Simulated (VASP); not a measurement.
Given:

```xyz
4
Lattice="4.3662 0.0000 0.0000 0.0000 5.1578 0.0000 0.0000 0.0000 17.2125" Properties=species:S:1:pos:R:3 pbc="T T T"
Sn     3.2746     4.4992    10.2125
Sn     1.0915     1.9203     7.0000
Ge     1.0915     2.5908     9.8559
Ge     3.2746     0.0119     7.3567
```

Calculation: PBE GGA, VASP's PBE PAW potentials (set 64) (plane waves; VASP 6.6.1). Settings: 300 eV cut-off, 3×3×1 Γ-centred mesh, Fermi-Dirac smearing of 0.10 eV, potentials Sn_d Ge_d.

The cell holds a wide vacuum, so values per volume refer to the whole cell.

Problem. Give the energies of bands 23 to 32 at the high-symmetry points, in eV from the Fermi level.

Solution. 
```csv
band,Γ,X,Z,U
23,-5.50,-6.01,-5.55,-5.87
24,-3.67,-6.01,-5.55,-5.87
25,-1.96,-0.92,-0.77,-2.30
26,-1.33,-0.92,-0.77,-2.30
27,-0.73,-0.17,0.18,-1.49
28,0.14,-0.17,0.18,-1.49
29,0.47,0.05,0.91,0.11
30,1.18,0.05,0.91,0.11
31,1.91,2.20,2.53,3.17
32,3.06,2.20,2.53,3.17
```

It has no gap at this level: it comes out as a metal or semimetal.

The cell is a sheet with vacuum, built from a generated structure.
